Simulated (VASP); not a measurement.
Energy against volume of SrCl₂ (fluorite). Level of theory: MS2 meta-GGA, VASP's PBE PAW potentials (set 64) (plane waves; VASP).

| V (Å³/atom) | E (eV/atom) |
|---|---|
| 26.859 | -7.83826 |
| 27.717 | -7.84885 |
| 28.574 | -7.85233 |
| 29.431 | -7.84981 |
| 30.288 | -7.84220 |

Question: Fit a third-order Birch-Murnaghan equation of state.

Answer: 
* **volume per atom**: 28.62 Å³/atom
* **bulk modulus**: 371 kbar
* **pressure derivative of the bulk modulus**: 4.56
* **lattice constant a**: 7.003 Å

Measured: a 6.974 Å (computed value off by +0.4 %), as given by Kanchana et al., Calculated structural, elastic and electronic properties of SrCl2 (2010). The calculation is for a static lattice, while the measured a holds thermal and zero-point effects, which are part of the difference.

The compound is SrCl2 in the fluorite structure. It was relaxed first.
